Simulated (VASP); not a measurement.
Method: PBE GGA, VASP's PBE PAW potentials (set 64) (plane waves; VASP 6.6.1).

A VASP calculation is set up with these files.

KPOINTS:
```
Automatic mesh
0
Gamma
6 6 6
0 0 0
```

File POSCAR:
```
BaZrO3
1.0
  4.1527377949   0.0000000000   0.0000000000
  0.0000000000   4.1527377949   0.0000000000
  0.0000000000   0.0000000000   4.1527377949
Ba Zr O
1 1 3
Direct
  0.0000000000   0.0000000000   0.0000000000
  0.5000000000   0.5000000000   0.5000000000
  0.5000000000   0.0000000000   0.5000000000
  0.0000000000   0.5000000000   0.5000000000
  0.5000000000   0.5000000000   0.0000000000
```

INCAR:
```
ALGO = Normal
EDIFF = 1E-6
EDIFFG = -0.02
ENCUT = 620
GGA = PE
IBRION = 2
ISIF = 3
ISMEAR = 0
LASPH = .TRUE.
LCHARG = .FALSE.
LMAXMIX = 4
LREAL = .FALSE.
LWAVE = .FALSE.
NELM = 100
NSW = 40
PREC = Accurate
PSTRESS = 100
SIGMA = 0.05
SYSTEM = BaZrO3
```

POTCAR, in this order: Ba_sv Zr_sv O (PBE.64 set). Program: vasp_std.

What VASP printed:

### OSZICAR
```
       N       E                     dE             d eps       ncg     rms          rms(c)
DAV:   1     0.363288549863E+03    0.36329E+03   -0.24705E+04   960   0.188E+03
DAV:   2    -0.266165735822E+02   -0.38991E+03   -0.38409E+03  1240   0.420E+02
DAV:   3    -0.485144870174E+02   -0.21898E+02   -0.21876E+02  1568   0.997E+01
DAV:   4    -0.490829802513E+02   -0.56849E+00   -0.56839E+00  1360   0.127E+01
DAV:   5    -0.490960729722E+02   -0.13093E-01   -0.13092E-01  1416   0.138E+00    0.322E+01
DAV:   6    -0.416002123307E+02    0.74959E+01   -0.46147E+01  1192   0.453E+01    0.146E+01
DAV:   7    -0.416085851841E+02   -0.83729E-02   -0.32718E+00  1392   0.108E+01    0.833E+00
DAV:   8    -0.416001113561E+02    0.84738E-02   -0.29252E-01  1256   0.450E+00    0.757E-01
DAV:   9    -0.415979009279E+02    0.22104E-02   -0.61754E-02  1272   0.147E+00    0.428E-01
DAV:  10    -0.415994642651E+02   -0.15633E-02   -0.15375E-02  1288   0.113E+00    0.238E-01
DAV:  11    -0.415991249722E+02    0.33929E-03   -0.19963E-03  1224   0.393E-01    0.359E-02
DAV:  12    -0.415991705582E+02   -0.45586E-04   -0.15709E-04  1176   0.101E-01    0.372E-02
DAV:  13    -0.415991732774E+02   -0.27192E-05   -0.20500E-05  1472   0.331E-02    0.530E-03
DAV:  14    -0.415991733903E+02   -0.11297E-06   -0.21179E-06  1016   0.124E-02
   1 F= -.37129323E+02 E0= -.37129323E+02  d E =-.371293E+02
```

File OUTCAR:
```
------------------------ aborting loop because EDIFF is reached ----------------------------------------
  FORCE on cell =-STRESS in cart. coord.  units (eV):
  Direction    XX          YY          ZZ          XY          YZ          ZX
  --------------------------------------------------------------------------------------
  Total        4.4485737      4.4485737      4.4485737      0.0000000      0.0000000      0.0000000
  in kB       99.5240046     99.5240046     99.5240046      0.0000000      0.0000000      0.0000000
  external PRESSURE =      -0.4759954 kB  Pullay stress =     100.0000000 kB
  volume of cell :       71.61
      direct lattice vectors                 reciprocal lattice vectors
     4.152737795  0.000000000  0.000000000     0.240804994  0.000000000  0.000000000
     0.000000000  4.152737795  0.000000000     0.000000000  0.240804994  0.000000000
     0.000000000  0.000000000  4.152737795     0.000000000  0.000000000  0.240804994
 POSITION                                       TOTAL-FORCE (eV/Angst)
 -----------------------------------------------------------------------------------
      0.00000      0.00000      0.00000         0.000000      0.000000      0.000000
      2.07637      2.07637      2.07637         0.000000      0.000000      0.000000
      2.07637      0.00000      2.07637         0.000000      0.000000      0.000000
      0.00000      2.07637      2.07637         0.000000      0.000000      0.000000
      2.07637      2.07637      0.00000         0.000000      0.000000      0.000000
 -----------------------------------------------------------------------------------
    total drift:                                0.000000      0.000000      0.000000
  FREE ENERGIE OF THE ION-ELECTRON SYSTEM (eV)
  ---------------------------------------------------
  free  energy   TOTEN  =       -41.5991733903 eV

  energy  without entropy=      -41.5991733903  energy(sigma->0) =      -41.59917339
  enthalpy is  TOTEN    =       -37.1293233920 eV   P V=        4.4698499983

 reached required accuracy - stopping structural energy minimisation
```
(Selected blocks of OUTCAR.)

The compound is BaZrO3 in the cubic perovskite structure. It was relaxed first under an external pressure of 10 GPa.
